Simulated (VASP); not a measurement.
```
CsCl
1.0
    4.19306     0.00000     0.00000
    0.00000     4.19306     0.00000
    0.00000     0.00000     4.19306
Cs Cl
1 1
Direct
  0.00000   0.00000   0.00000
  0.50000   0.50000   0.50000
```

Computed with PW91 GGA, VASP's PBE PAW potentials (set 64) (plane waves; VASP). Run with 520 eV cut-off, Gaussian smearing of 0.050 eV, potentials Cs_sv Cl.

Unless said otherwise, spin-orbit coupling is left out, though it shifts the bands of the heavy elements here.

**Question.** Give the energies of bands 3 to 11 at the high-symmetry points, in eV from the valence-band maximum.

**Answer.** 
```
band      Γ      X      M      R
----  -----  -----  -----  -----
3     -5.96  -6.44  -6.63  -6.43
4     -5.96  -5.84  -6.63  -6.43
5     -5.96  -5.84  -5.77  -6.43
6      0.00  -1.07  -0.41  -0.98
7      0.00  -0.20  -0.41  -0.98
8      0.00  -0.20  -0.03  -0.98
9      5.05   6.38   5.90   8.27
10     5.43   7.37   5.97   8.27
11     5.43   8.57   7.90   8.27
```

The gap is direct, 5.05 eV, from the valence maximum at Γ to the conduction minimum at Γ.

Measured: gap 8.35 eV at 80 K (computed value off by -3.30 eV), as given by Wikipedia, Caesium chloride.

The compound is CsCl in the CsCl type structure. It was relaxed first, which changed the volume by +5 %.
